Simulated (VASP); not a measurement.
All values below come from PBE GGA with D3 dispersion (Becke-Johnson damping), VASP's PBE PAW potentials (set 64) (plane waves; VASP 6.6.1).

A VASP calculation is set up with these files.

KPOINTS:
```
Automatic mesh
0
Gamma
12 12 12
0 0 0
```

INCAR:
```
ALGO = Normal
EDIFF = 1E-7
ENCUT = 520
GGA = PE
ISIF = 2
ISMEAR = 0
IVDW = 12
LASPH = T
LCHARG = F
LREAL = F
LWAVE = F
NELM = 100
PREC = Accurate
SIGMA = 0.05
SYSTEM = LiH
```

**POSCAR**
```
LiH
1
    0.0000000000     1.9339132286     1.9339132286
    1.9339132286     0.0000000000     1.9339132286
    1.9339132286     1.9339132286     0.0000000000
Li H
1 1
Direct
  0.0000000000   0.0000000000   0.0000000000
  0.5000000000   0.5000000000   0.5000000000
```

POTCAR, in this order: Li_sv H (PBE.64 set). Program: vasp_std.

Output of the run:

OSZICAR:
```
       N       E                     dE             d eps       ncg     rms          rms(c)
DAV:   1    -0.155499814630E+01   -0.15550E+01   -0.16091E+03   882   0.619E+02
DAV:   2    -0.624925342490E+01   -0.46943E+01   -0.46917E+01  1242   0.674E+01
DAV:   3    -0.635443403816E+01   -0.10518E+00   -0.10518E+00  1056   0.832E+00
DAV:   4    -0.635523514986E+01   -0.80111E-03   -0.80111E-03  1158   0.683E-01
DAV:   5    -0.635524470801E+01   -0.95582E-05   -0.95582E-05  1086   0.491E-02    0.294E+00
DAV:   6    -0.616895350923E+01    0.18629E+00   -0.14772E-01  1050   0.181E+00    0.150E+00
DAV:   7    -0.610387238571E+01    0.65081E-01   -0.20407E-01  1140   0.234E+00    0.226E-01
DAV:   8    -0.610559987716E+01   -0.17275E-02   -0.51021E-03  1008   0.650E-01    0.442E-02
DAV:   9    -0.610555309519E+01    0.46782E-04   -0.25762E-04  1308   0.992E-02    0.798E-03
DAV:  10    -0.610554605956E+01    0.70356E-05   -0.53642E-06   930   0.212E-02    0.164E-03
DAV:  11    -0.610554491516E+01    0.11444E-05   -0.26477E-07  1230   0.476E-03    0.576E-04
DAV:  12    -0.610554440944E+01    0.50573E-06   -0.11491E-08   486   0.110E-03    0.419E-04
DAV:  13    -0.610554443993E+01   -0.30493E-07   -0.10930E-08   444   0.605E-04
   1 F= -.64762595E+01 E0= -.64762595E+01  d E =-.616393E-15
```

OUTCAR:
```
------------------------ aborting loop because EDIFF is reached ----------------------------------------
 Edisp (eV)   -0.37072
  FORCE on cell =-STRESS in cart. coord.  units (eV):
  Direction    XX          YY          ZZ          XY          YZ          ZX
  --------------------------------------------------------------------------------------
  Total       0.00478     0.00478     0.00478    -0.00000    -0.00000     0.00000
  in kB       0.52902     0.52902     0.52902    -0.00000    -0.00000     0.00000
  external pressure =        0.53 kB  Pullay stress =        0.00 kB
  volume of cell :       14.47
      direct lattice vectors                 reciprocal lattice vectors
     0.000000000  1.933913229  1.933913229    -0.258543141  0.258543141  0.258543141
     1.933913229  0.000000000  1.933913229     0.258543141 -0.258543141  0.258543141
     1.933913229  1.933913229  0.000000000     0.258543141  0.258543141 -0.258543141
  FREE ENERGIE OF THE ION-ELECTRON SYSTEM (eV)
  ---------------------------------------------------
  free  energy   TOTEN  =        -6.4762594682 eV

  energy  without entropy=       -6.4762594682  energy(sigma->0) =       -6.47625947
```
(Selected blocks of OUTCAR.)

The compound is LiH in the rock salt structure. It was relaxed first, which changed the volume by -15 %.
